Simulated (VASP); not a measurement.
Consider the following.

```
Cr
1.0
    2.79566     0.00000     0.00000
    0.00000     2.79566     0.00000
    0.00000     0.00000     2.79566
Cr
2
Cartesian
  0.00000   0.00000   0.00000
  1.39783   1.39783   1.39783
```
Starting moments (μB, in the order of the record's atoms Cr Cr): 0.7 -0.7.

Computed with PW91 GGA, VASP's PBE PAW potentials (set 64) (plane waves; VASP). Settings: 520 eV cut-off, 13×13×13 Γ-centred mesh, first-order Methfessel-Paxton smearing of 0.10 eV, potentials Cr_pv.

Task: Give the stress tensor in GPa (positive for a compressed cell).

Result: 
```
15.82   0.00   0.00
 0.00  15.82   0.00
 0.00   0.00  15.82
```
The pressure is its mean diagonal, 15.82 GPa.

The compound is Cr in the bcc, AFM order structure. This cell is one point of a volume scan, at 0.94 of the reference volume.
